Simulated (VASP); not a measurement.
Input for VASP

### KPOINTS
```
Automatic mesh
0
Gamma
8 8 8
0 0 0
```

### INCAR
```
SYSTEM = HfO2
PREC = Accurate
ENCUT = 280
EDIFF = 1E-6
NELM = 100
ALGO = Normal
LREAL = .FALSE.
LASPH = .TRUE.
ISMEAR = -1
SIGMA = 0.2
GGA = PE
LMAXMIX = 6
LWAVE = .FALSE.
LCHARG = .FALSE.
ISIF = 2
```

### POSCAR
```
HfO2
1
    5.2960220000     0.0000000000     0.0000000000
    0.0000000000     5.1027070000     0.0000000000
    0.0000000000     0.0000000000     5.1117690000
Hf O
4 8
Direct
  0.0300000000   0.2670000000   0.2500000000
  0.9700000000   0.7330000000   0.7500000000
  0.5300000000   0.7330000000   0.2500000000
  0.4700000000   0.2670000000   0.7500000000
  0.3610000000   0.0680000000   0.1060000000
  0.6390000000   0.9320000000   0.6060000000
  0.8610000000   0.9320000000   0.1060000000
  0.1390000000   0.0680000000   0.6060000000
  0.2290000000   0.5370000000   0.0000000000
  0.7710000000   0.4630000000   0.5000000000
  0.7290000000   0.4630000000   0.0000000000
  0.2710000000   0.5370000000   0.5000000000
```

POTCAR, in this order: Hf_pv O (PBE.64 set). Program: vasp_std.

Question: Translate this PBE calculation to Ansatz.

Answer: One equivalent input (not run):
Ansatz 0.2 input:
```yaml
crystal:
  lattice:
    - [5.2960220, 0.0000000, 0.0000000]
    - [0.0000000, 5.1027070, 0.0000000]
    - [0.0000000, 0.0000000, 5.1117690]
  atoms:
    - { symbol: Hf, position: [0.0300000, 0.2670000, 0.2500000] }
    - { symbol: Hf, position: [0.9700000, 0.7330000, 0.7500000] }
    - { symbol: Hf, position: [0.5300000, 0.7330000, 0.2500000] }
    - { symbol: Hf, position: [0.4700000, 0.2670000, 0.7500000] }
    - { symbol: O, position: [0.3610000, 0.0680000, 0.1060000] }
    - { symbol: O, position: [0.6390000, 0.9320000, 0.6060000] }
    - { symbol: O, position: [0.8610000, 0.9320000, 0.1060000] }
    - { symbol: O, position: [0.1390000, 0.0680000, 0.6060000] }
    - { symbol: O, position: [0.2290000, 0.5370000, 0.0000000] }
    - { symbol: O, position: [0.7710000, 0.4630000, 0.5000000] }
    - { symbol: O, position: [0.7290000, 0.4630000, 0.0000000] }
    - { symbol: O, position: [0.2710000, 0.5370000, 0.5000000] }
kpoints:
  mp_grid: { grid: [8, 8, 8] }
hamiltonian:
  xc: pbe
  pseudopotentials: { kind: paw }
scf:
  occupations: { method: fermi_dirac, width: 0.2 }
  max_iter: 100
output: { forces: true, stress: true, eigenvalues: true }
```
The two are equivalent in intent, not identical: each code has its own PAW files, so the cut-off isn't converted (ENCUT is set for VASP's; basis.ecutwfc is left out, and Ansatz then takes the one that its files recommend); Ansatz stops its SCF on the density residual and VASP on the energy change (EDIFF).

The structure was generated: HfO2 was put into an ordered model structure, which need not be its known phase. The cell was not relaxed at this level. The run is one of a series of settings (ENCUT = 280, SIGMA = 0.2, KPOINTS 8×8×8 Γ-centred mesh against the base run), some of them coarse on purpose.
